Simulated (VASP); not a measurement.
**Be4TeSe3: single point with r2SCAN**

Be4TeSe3:

```xyz
8
Lattice="-2.6541 2.6541 5.3014 2.6541 -2.6541 5.3014 2.6541 2.6541 -5.3014" Properties=species:S:1:pos:R:3 pbc="T T T"
Be   -1.2561    1.2561    6.6798
Be    3.9103    1.3980    1.3784
Be    1.3980    1.3980   -1.3784
Be    1.2561    1.2561    3.9230
Te    0.0000    0.0000   10.6028
Se    2.6541    0.0000    2.6507
Se    0.0000    2.6541    2.6507
Se    2.6541    2.6541    0.0000
```

The cell was built by a generator and needn't be a form met in nature.

- Program: VASP 6.6.1
- Task: single point
- Functional: r2SCAN
- Potentials or basis: VASP PAW PBE potentials, release 64 (Be, Te, Se)
- Cutoff: 520 eV
- k mesh: 6 × 6 × 6
- Occupations: gaussian, width 0.03 eV
- Spin: no spin polarisation

The pressure is -0.5 GPa. The largest force is 0.005 eV/Å. The band gap on the k mesh is 2.78 eV, direct.

Forces in eV/Å, atoms in the order of the input:
```
Be   0.003 -0.003 -0.002
Be  -0.003  0.003 -0.002
Be   0.003  0.003  0.002
Be  -0.003 -0.003  0.002
Te   0.000  0.000  0.000
Se   0.000  0.000  0.000
Se   0.000  0.000  0.000
Se   0.000  0.000  0.000
```

Levels at points of the mesh, in eV from the valence-band top:
```tsv
k point	band 12	band 13	band 14	band 15	band 16	band 17	band 18	band 19	band 20	band 21
(0.00, 0.00, 0.00)	-2.71	-2.71	-0.02	0.00	0.00	2.78	4.13	4.75	5.13	5.14
(0.50, 0.00, 0.00)	-2.49	-1.95	-1.91	-1.56	-0.83	4.72	5.12	5.39	5.44	6.21
(0.50, 0.50, 0.00)	-1.54	-1.44	-0.99	-0.71	-0.56	4.12	4.54	5.01	5.40	6.00
(0.50, 0.50, 0.50)	-2.23	-2.04	-2.04	-1.22	-1.22	2.79	2.93	3.73	4.06	4.16
```

It took 2 min on 4 MPI ranks on AMD EPYC 9R45 96-Core Processor (Zen 5), with other jobs on the host, peak memory 0.4 GiB a rank.

Caveat: the PAW data sets were made with another functional, which shifts forces and pressure a little; spin-orbit coupling is left out, which moves the levels of the heavy elements. A k mesh can miss the band edges.
